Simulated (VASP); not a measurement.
These are revPBE GGA, VASP's PBE PAW potentials (set 64) (plane waves; VASP 6.6.1) values and carry that method's errors.

VASP ran on this input.

INCAR:
```
# general
SYSTEM = Na
PREC   = Accurate
ENCUT  = 520
LREAL  = .FALSE.
LASPH  = .TRUE.

# electronic loop
EDIFF  = 1E-6
NELM   = 100
ALGO   = Normal

# smearing
ISMEAR = 1
SIGMA  = 0.1

# functional
GGA    = RE

# ions
IBRION = 2
NSW    = 60
ISIF   = 3
EDIFFG = -0.01

# output
LWAVE  = .FALSE.
LCHARG = .FALSE.
```

### KPOINTS
```
Automatic mesh
0
Gamma
11 11 11
0 0 0
```

POSCAR:
```
Na
1
   -2.1300000000     2.1300000000     2.1300000000
    2.1300000000    -2.1300000000     2.1300000000
    2.1300000000     2.1300000000    -2.1300000000
Na
1
Direct
  0.0000000000   0.0000000000   0.0000000000
```

POTCAR, in this order: Na_pv (PBE.64 set). Program: vasp_std.

The resulting files:

### OSZICAR
```
       N       E                     dE             d eps       ncg     rms          rms(c)
DAV:   1     0.209414977373E+02    0.20941E+02   -0.38928E+03   784   0.815E+02
DAV:   2    -0.782465916865E+00   -0.21724E+02   -0.21717E+02   819   0.140E+02
DAV:   3    -0.120050004426E+01   -0.41803E+00   -0.41803E+00  1043   0.279E+01
DAV:   4    -0.120411478345E+01   -0.36147E-02   -0.36147E-02  1001   0.227E+00
DAV:   5    -0.120416074163E+01   -0.45958E-04   -0.45958E-04   987   0.214E-01    0.232E-01
DAV:   6    -0.120502604145E+01   -0.86530E-03   -0.30581E-04   931   0.234E-01    0.155E-01
DAV:   7    -0.120547618575E+01   -0.45014E-03   -0.10755E-03   875   0.440E-01    0.715E-03
DAV:   8    -0.120547702293E+01   -0.83719E-06   -0.74557E-06   910   0.478E-02
   1 F= -.12054770E+01 E0= -.12053696E+01  d E =-.120548E+01
       N       E                     dE             d eps       ncg     rms          rms(c)
DAV:   1    -0.120633915518E+01   -0.86297E-03   -0.25701E-02   784   0.364E+00    0.192E-01
DAV:   2    -0.120576761019E+01    0.57154E-03   -0.66707E-04   826   0.556E-01    0.976E-02
DAV:   3    -0.120558413549E+01    0.18347E-03   -0.34797E-04   791   0.387E-01    0.905E-03
DAV:   4    -0.120557229961E+01    0.11836E-04   -0.12768E-05   861   0.846E-02    0.874E-04
DAV:   5    -0.120557219979E+01    0.99816E-07   -0.39613E-08   427   0.426E-03
   2 F= -.12055722E+01 E0= -.12054657E+01  d E =-.951769E-04
       N       E                     dE             d eps       ncg     rms          rms(c)
DAV:   1    -0.120588111834E+01   -0.30882E-03   -0.91134E-03   784   0.217E+00    0.114E-01
DAV:   2    -0.120567951044E+01    0.20161E-03   -0.23457E-04   784   0.330E-01    0.581E-02
DAV:   3    -0.120561521918E+01    0.64291E-04   -0.12209E-04   784   0.229E-01    0.541E-03
DAV:   4    -0.120561114261E+01    0.40766E-05   -0.44689E-06   812   0.499E-02    0.512E-04
DAV:   5    -0.120561110550E+01    0.37102E-07   -0.14312E-08   406   0.262E-03
   3 F= -.12056111E+01 E0= -.12055052E+01  d E =-.134083E-03
```

OUTCAR:
```
------------------------ aborting loop because EDIFF is reached ----------------------------------------
  FORCE on cell =-STRESS in cart. coord.  units (eV):
  Direction    XX          YY          ZZ          XY          YZ          ZX
  --------------------------------------------------------------------------------------
  Total        0.0090153      0.0090153      0.0090153      0.0000000      0.0000000      0.0000000
  in kB        0.3710073      0.3710073      0.3710073      0.0000000      0.0000000      0.0000000
  external PRESSURE =       0.3710073 kB  Pullay stress =       0.0000000 kB
  volume of cell :       38.93
      direct lattice vectors                 reciprocal lattice vectors
    -2.135090037  2.135090037  2.135090037     0.000000000  0.234182162  0.234182162
     2.135090037 -2.135090037  2.135090037     0.234182162  0.000000000  0.234182162
     2.135090037  2.135090037 -2.135090037     0.234182162  0.234182162  0.000000000
 POSITION                                       TOTAL-FORCE (eV/Angst)
 -----------------------------------------------------------------------------------
     -0.00000      0.00000      0.00000         0.000000     -0.000000      0.000000
 -----------------------------------------------------------------------------------
    total drift:                                0.000000      0.000000      0.000000
  FREE ENERGIE OF THE ION-ELECTRON SYSTEM (eV)
  ---------------------------------------------------
  free  energy   TOTEN  =        -1.2056111055 eV

  energy  without entropy=       -1.2052934377  energy(sigma->0) =       -1.20550522

 reached required accuracy - stopping structural energy minimisation
```
(Selected blocks of OUTCAR.)

File CONTCAR:
```
Na
   1.00000000000000
    -2.1350900368743546    2.1350900368743546    2.1350900368743546
     2.1350900368743546   -2.1350900368743546    2.1350900368743546
     2.1350900368743546    2.1350900368743546   -2.1350900368743546
  Na
     1
Direct
     0.0000000000000000    0.0000000000000000    0.0000000000000000
```

The compound is Na in the bcc structure. This run relaxes it. Symmetry was kept, so distortions that lower it aren't found.
